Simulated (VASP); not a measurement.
# How plane-wave cutoff and PAW data sets change a VASP run on CuTe

How sensitive are energy, pressure and forces of CuTe to the plane-wave cutoff and PAW data sets? The series runs use PBEsol. The plane-wave cutoff tried: ENCUT = 180; ENCUT = 220; ENCUT = 270; ENCUT = 300; ENCUT = 340; ENCUT = 380; ENCUT = 470; ENCUT = 590. The PAW data sets tried: minimal 64: Cu Te; recommended 54: Cu Te; materialsproject 64: Cu_pv Te; gw 64: Cu_sv_GW Te_GW. The start is a cell from a database of measured crystal structures.

Method: PBEsol, no spin polarisation; plane waves and PAW (Cu, Te), in the first sound run; inputs show where later runs differ, in VASP 6.6.1.

Report form: the programs' logs are mostly left out.

## 1. The starting structure

The structure is orthorhombic, space group Pmmn (No. 59). The conventional cell has a = 3.155 Å, b = 4.092 Å, c = 6.956 Å, α = 90.00°, β = 90.00°, γ = 90.00°. Cu has 4 Te at 2.60 to 2.76 Å and 4 Cu at 2.67 Å nearest. Nearest to Te lie 4 Cu at 2.60 to 2.76 Å and 2 Te at 3.15 Å. Farther neighbours and most contacts between anions are not listed.

Coordinates:

```cif
data_structure
_symmetry_space_group_name_H-M 'Pmmn:1'
_symmetry_Int_Tables_number 59
_cell_length_a 3.1550
_cell_length_b 4.0920
_cell_length_c 6.9560
_cell_angle_alpha 90.000
_cell_angle_beta 90.000
_cell_angle_gamma 90.000
_cell_volume 89.80
loop_
_atom_site_label
_atom_site_type_symbol
_atom_site_symmetry_multiplicity
_atom_site_Wyckoff_symbol
_atom_site_fract_x
_atom_site_fract_y
_atom_site_fract_z
_atom_site_occupancy
Cu1 Cu 2 b 0.00000 0.50000 0.45270 1
Te1 Te 2 a 0.00000 0.00000 0.22130 1
```

## 2. Plane-wave cutoff: ENCUT = 180

The basis grows with ENCUT, and energy and stress both move with it. PBEsol restores the gradient expansion of exchange and is tuned for the cells of solids.

Contents of INCAR:

```
SYSTEM = CuTe
PREC = Accurate
ENCUT = 180
EDIFF = 1E-06
NELM = 100
ISMEAR = -1
SIGMA = 0.05
LREAL = .FALSE.
ALGO = Normal
GGA = PS
NBANDS = 23
LASPH = .TRUE.
LORBIT = 11
LWAVE = .FALSE.
LCHARG = .FALSE.
KPAR = 4
ISIF = 2
```

Contents of POSCAR:

```
CuTe
1.0
    3.1550000000      0.0000000000      0.0000000000
    0.0000000000      4.0920000000      0.0000000000
    0.0000000000      0.0000000000      6.9560000000
Cu Te
2 2
Direct
    0.0000000000      0.5000000000      0.4527000000
    0.5000000000      0.0000000000      0.5473000000
    0.0000000000      0.0000000000      0.2213000000
    0.5000000000      0.5000000000      0.7787000000
```

Contents of KPOINTS:

```
Automatic mesh
0
Gamma
6 5 3
0 0 0
```

Potentials, in the order of the species: Cu and Te (PBE family, release 64).

The run is started by

```
$ mpirun -np 4 vasp_std
```

Wall time 6 s (4 MPI ranks of AMD EPYC 7R43, shared host); peak memory 0.39 GiB; 21 s of CPU time.

This run has no spin polarisation, although Cu can carry a moment. The k-mesh is coarse for a metal. The PAW data sets were made with PBE, which is usual practice but a small mismatch for other functionals.

This step gave:

```
SCF cycles              : 19
electrons               : 34
bands                   : 23
irreducible k-points    : 24
symmetry operations     : 8
free energy (TOTEN)     : -5.670 eV
energy at zero smearing : -5.665 eV
Fermi energy            : 6.229 eV
pressure                : -173.0 GPa
metallic                : yes
```

The series starts at -1.4163 eV an atom and -173.05 GPa, after 19 cycles in 6 s.

## 3. Plane-wave cutoff: ENCUT = 220

Changes to INCAR since step 2:

```diff
@@ -2,3 +2,3 @@
 PREC = Accurate
-ENCUT = 180
+ENCUT = 220
 EDIFF = 1E-06
```

POSCAR is that of step 2.

KPOINTS is that of step 2.

The run is started by

```
$ mpirun -np 4 vasp_std
```

It took 9 s on 4 MPI ranks; peak memory 0.46 GiB.

Against the run before the energy moves by -2223.56 meV an atom and the pressure by +134.94 GPa, after 18 cycles in 9 s.

## 4. Plane-wave cutoff: ENCUT = 270

Changes to INCAR since step 3:

```diff
@@ -2,3 +2,3 @@
 PREC = Accurate
-ENCUT = 220
+ENCUT = 270
 EDIFF = 1E-06
```

POSCAR is that of step 3.

KPOINTS is that of step 3.

The run is started by

```
$ mpirun -np 4 vasp_std
```

The job ended after 14 s (4 MPI ranks; peak memory 0.47 GiB; 50 s of CPU time).

Against the run before the energy moves by -286.36 meV an atom and the pressure by +31.38 GPa, after 19 cycles in 14 s.

## 5. Plane-wave cutoff: ENCUT = 300

Changes to INCAR since step 4:

```diff
@@ -2,3 +2,3 @@
 PREC = Accurate
-ENCUT = 270
+ENCUT = 300
 EDIFF = 1E-06
```

POSCAR is that of step 4.

KPOINTS is that of step 4.

The run is started by

```
$ mpirun -np 4 vasp_std
```

Elapsed: 13 s, on 4 MPI ranks; peak memory 0.46 GiB; 46 s of CPU time.

Against the run before the energy moves by -14.83 meV an atom and the pressure by +3.41 GPa, after 19 cycles in 13 s.

## 6. Plane-wave cutoff: ENCUT = 340

Changes to INCAR since step 5:

```diff
@@ -2,3 +2,3 @@
 PREC = Accurate
-ENCUT = 300
+ENCUT = 340
 EDIFF = 1E-06
```

POSCAR is that of step 5.

KPOINTS is that of step 5.

The run is started by

```
$ mpirun -np 4 vasp_std
```

It took 16 s on 4 MPI ranks; peak memory 0.55 GiB.

Against the run before the energy moves by -2.66 meV an atom and the pressure by +0.72 GPa, after 19 cycles in 16 s.

## 7. Plane-wave cutoff: ENCUT = 380

Changes to INCAR since step 6:

```diff
@@ -2,3 +2,3 @@
 PREC = Accurate
-ENCUT = 340
+ENCUT = 380
 EDIFF = 1E-06
```

POSCAR is that of step 6.

KPOINTS is that of step 6.

The run is started by

```
$ mpirun -np 4 vasp_std
```

The job ended after 16 s (4 MPI ranks; peak memory 0.59 GiB; 58 s of CPU time).

Against the run before the energy moves by +1.76 meV an atom and the pressure by -0.15 GPa, after 19 cycles in 16 s.

## 8. Plane-wave cutoff: ENCUT = 470

Changes to INCAR since step 7:

```diff
@@ -2,3 +2,3 @@
 PREC = Accurate
-ENCUT = 380
+ENCUT = 470
 EDIFF = 1E-06
```

POSCAR is that of step 7.

KPOINTS is that of step 7.

The run is started by

```
$ mpirun -np 4 vasp_std
```

Elapsed: 21 s, on 4 MPI ranks; peak memory 0.71 GiB.

Against the run before the energy moves by +1.19 meV an atom and the pressure by +0.04 GPa, after 19 cycles in 21 s.

## 9. Plane-wave cutoff: ENCUT = 590

Changes to INCAR since step 8:

```diff
@@ -2,3 +2,3 @@
 PREC = Accurate
-ENCUT = 470
+ENCUT = 590
 EDIFF = 1E-06
```

POSCAR is that of step 8.

KPOINTS is that of step 8.

The run is started by

```
$ mpirun -np 4 vasp_std
```

Wall time 31 s (4 MPI ranks); peak memory 0.86 GiB.

Against the run before the energy moves by -0.40 meV an atom and the pressure by +0.15 GPa, after 19 cycles in 31 s.

## 10. The plane-wave cutoff series as a table

This step: convergence of PBEsol results with the cutoff; plane waves and PAW (VASP 6.6.1).

No new run; the numbers come from the runs before.

Differences are taken from the run with ENCUT = 590. Results of the series, by row:

```csv
setting,status,energy less the reference (meV/atom),pressure (GPa),largest force difference (meV/Å),SCF cycles,wall time (s)
ENCUT = 180,converged,2525,-173,248,19,6
ENCUT = 220,converged,301.3,-38.11,96.72,18,9
ENCUT = 270,converged,14.94,-6.729,20.81,19,14
ENCUT = 300,converged,0.1074,-3.321,3.494,19,13
ENCUT = 340,converged,-2.557,-2.6,3.364,19,16
ENCUT = 380,converged,-0.7943,-2.751,2.108,19,16.2
ENCUT = 470,converged,0.3995,-2.714,0.498,19,21
ENCUT = 590,converged,0,-2.568,0,19,31
```

## 11. PAW data sets: minimal 64: Cu Te

This step: PBEsol, no spin polarisation; plane waves and PAW (Cu, Te) (VASP 6.6.1).

Data sets differ in which electrons are valence and how hard the partial waves are.

Changes to INCAR since step 9:

```diff
@@ -2,3 +2,3 @@
 PREC = Accurate
-ENCUT = 590
+ENCUT = 400
 EDIFF = 1E-06
```

POSCAR is that of step 9.

KPOINTS is that of step 9.

The run is started by

```
$ mpirun -np 4 vasp_std
```

Elapsed: 20 s, on 4 MPI ranks; peak memory 0.64 GiB; 72 s of CPU time.

This step gave:

```yaml
pressure: -2.820 GPa
```

The series starts at -3.9412 eV an atom and -2.82 GPa, after 19 cycles in 20 s.

## 12. PAW data sets: recommended 54: Cu Te

INCAR is that of step 11.

POSCAR is that of step 11.

KPOINTS is that of step 11.

PAW data sets: Cu and Te (PBE family, release 54).

The run is started by

```
$ mpirun -np 4 vasp_std
```

Elapsed: 18 s, on 4 MPI ranks; peak memory 0.62 GiB.

With 34 valence electrons the pressure is -2.82 GPa, +0.00 GPa from the first of the series, after 19 cycles in 18 s.

## 13. PAW data sets: materialsproject 64: Cu pv Te

This step: PBEsol, no spin polarisation; plane waves and PAW (Cu_pv, Te) (VASP 6.6.1).

Changes to INCAR since step 12:

```diff
@@ -2,3 +2,3 @@
 PREC = Accurate
-ENCUT = 400
+ENCUT = 480
 EDIFF = 1E-06
@@ -10,3 +10,3 @@
 GGA = PS
-NBANDS = 23
+NBANDS = 29
 LASPH = .TRUE.
```

POSCAR is that of step 12.

KPOINTS is that of step 12.

Potentials, in the order of the species: Cu_pv and Te (PBE family, release 64).

The run is started by

```
$ mpirun -np 4 vasp_std
```

Wall time 30 s (4 MPI ranks); peak memory 0.73 GiB.

With 46 valence electrons the pressure is -3.19 GPa, -0.37 GPa from the first of the series, after 21 cycles in 30 s.

## 14. PAW data sets: GW 64: Cu sv GW Te GW

This step: PBEsol, no spin polarisation; plane waves and PAW (Cu_sv_GW, Te_GW) (VASP 6.6.1).

Changes to INCAR since step 13:

```diff
@@ -2,3 +2,3 @@
 PREC = Accurate
-ENCUT = 480
+ENCUT = 610
 EDIFF = 1E-06
@@ -10,3 +10,3 @@
 GGA = PS
-NBANDS = 29
+NBANDS = 31
 LASPH = .TRUE.
```

POSCAR is that of step 13.

KPOINTS is that of step 13.

The projector-augmented-wave data sets are Cu_sv_GW and Te_GW (PBE family, release 64).

The run is started by

```
$ mpirun -np 4 vasp_std
```

The job ended after 40 s (4 MPI ranks; peak memory 1 GiB).

With 50 valence electrons the pressure is -4.05 GPa, -1.23 GPa from the first of the series, after 14 cycles in 40 s.

## 15. The PAW data sets series as a table

This step: convergence of PBEsol results with the datasets; plane waves and PAW (VASP 6.6.1).

This step runs nothing: it gathers the runs above.

Differences are taken from the run with minimal 64: Cu Te. Results of the series, by row:

```csv
setting,status,pressure (GPa),largest force difference (meV/Å),SCF cycles,wall time (s)
"minimal 64: Cu Te, 400 eV",converged,-2.82,0,19,19.8
"recommended 54: Cu Te, 400 eV",converged,-2.82,0,19,17.6
"materialsproject 64: Cu_pv Te, 480 eV",converged,-3.195,11.28,21,30
"gw 64: Cu_sv_GW Te_GW, 610 eV",converged,-4.048,41.85,14,40
```

## 16. Results

```json
{
 "plane-wave cutoff from which the energy stays within 10 meV/atom of the reference": "ENCUT = 300",
 "plane-wave cutoff from which the energy stays within 1 meV/atom of the reference": "ENCUT = 380",
 "plane-wave cutoff from which the pressure stays within 0.2 GPa of the reference": "ENCUT = 340",
 "spread of the pressure over the plane-wave cutoff": "170 GPa",
 "spread of the energy over the plane-wave cutoff": "2527 meV/atom",
 "spread of the pressure over the PAW data sets": "1.23 GPa"
}
```

In words: From ENCUT = 380 on, the energy stays within 1 meV an atom of the reference, at 52 % of its time. The pressure holds within 0.2 GPa from ENCUT = 340 on. These cutoffs are 0.6 to 2 times the default of the data sets, about 300 eV; at the default the run is off by +0.1 meV an atom, -0.75 GPa, 3.5 meV/Å in forces, and at 1.3 times by -0.8 meV an atom, -0.18 GPa, 2.1 meV/Å in forces. Energy differences between like cells converge faster than these totals. The choice of data set moves the pressure between -4.05 GPa (gw 64: Cu_sv_GW Te_GW) and -2.82 GPa (minimal 64: Cu Te); the cutoffs differ too (400, 480 and 610 eV). Differences are taken from the run with ENCUT = 590, which is itself not the exact limit. Data sets differ in their zero of energy, so energies are not compared. The runs at ENCUT = 180; ENCUT = 220; ENCUT = 270 are over 30 meV an atom or 2 GPa off and describe the material poorly.

[Lines on the potential files, build, host, timing and source positions are cut from VASP's logs without a mark.]

[Logs are printed without paths, hosts, clocks, repeated set-up lines and the standing remarks that a program may print on its own settings, such as how far it seeks lower states.]

[Hosts, paths, dates, database ids (printed as entryN), source tags and the programs' standing remarks are cut or masked in the printed files.]

[A measured line is paired with the nearest computed mode of its activity, which favours agreement.]
